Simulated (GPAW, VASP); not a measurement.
This is a calculation of CoO for GPAW 26.7.0 (ASE script). 

Contents of run.py:

```python
from ase.dft.bandgap import bandgap
from ase.io import read, write
from ase.units import GPa
from gpaw import GPAW, PW, setup_paths

setup_paths.insert(0, '.')

atoms = read('CoO.xyz')
atoms.set_initial_magnetic_moments([0.49, 0.0])

calc = GPAW(mode=PW(800),
            xc='PBEsol',
            kpts={'size': (8, 8, 8), 'gamma': True},
            occupations={'name': 'methfessel-paxton', 'order': 0, 'width': 0.05},
            nbands=17,
            convergence={'density': 1e-05, 'energy': 1e-05},
            maxiter=150,
            txt='gpaw.txt')
atoms.calc = calc
energy = atoms.get_potential_energy()
forces = atoms.get_forces()
stress = atoms.get_stress()
calc.write('gs.gpw')
write('result.traj', atoms)
print(f'Energy: {energy:.6f} eV')
print('Forces (eV/A):')
print(forces.round(4))
print('Stress (GPa):', (stress / GPa).round(3))
print('Moments:', calc.get_magnetic_moments().round(3))
print('Fermi level:', round(calc.get_fermi_level(), 4), 'eV')
print(f'Gap: {bandgap(calc)[0]:.4f} eV, direct: {bandgap(calc, direct=True)[0]:.4f} eV')
```

File CoO.xyz:

```xyz
2
Lattice="0.0000000000 2.1315016600 2.1315016600 2.1315016600 0.0000000000 2.1315016600 2.1315016600 2.1315016600 0.0000000000" Properties=species:S:1:pos:R:3 pbc="T T T"
Co     0.0000000000      0.0000000000      0.0000000000
O      2.1315016600      2.1315016600      2.1315016600
```

Potentials or basis: PAW data sets generated in the run's folder for this functional, pw.

Command:

```console
$ gpaw-setup -f PBEsol Co O
$ OMP_NUM_THREADS=1 python run.py
```

Q: Translate it to VASP 6.6.1. Potentials or basis there: PBE PAW files Co, O, 520 eV.

A: As run (cutoffs and basis follow the program's own potentials, and thresholds, step limits or extra output files can differ):

File INCAR:

```
PREC = Accurate
ENCUT = 520
EDIFF = 1E-7
ISMEAR = 0
SIGMA = 0.05
LREAL = False
LASPH = True
NELM = 100
ALGO = Normal
ISIF = 2
LWAVE = False
LCHARG = False
ISPIN = 2
MAGMOM = 0.49 0
LORBIT = 11
LMAXMIX = 4
GGA = PS
```

Contents of KPOINTS:

```
regular mesh
0
Gamma
  8 8 8
```

The input POSCAR:

```
CoO
1.0
    0.0000000000      2.1315016600      2.1315016600
    2.1315016600      0.0000000000      2.1315016600
    2.1315016600      2.1315016600      0.0000000000
Co O
1 1
Direct
    0.0000000000      0.0000000000      0.0000000000
    0.5000000000      0.5000000000      0.5000000000
```

Potentials or basis: VASP PAW PBE potentials, release 64 (Co, O).

Run with:

```console
$ cat potpaw_PBE.64/Co/POTCAR potpaw_PBE.64/O/POTCAR > POTCAR
$ mpirun -np 1 vasp_std > vasp.out
```

Both were run:

|  | GPAW | VASP |
| --- | --- | --- |
| Pressure | -10.3 GPa | -11.8 GPa |
| Net moment | 2.95 μB per cell | 2.91 μB per cell |

VASP's potentials were made for PBE.

The magnetic state is the one that the start led to; the real crystal's order can differ.

The cell lies far from this level's equilibrium.

Pressure is positive in compression.
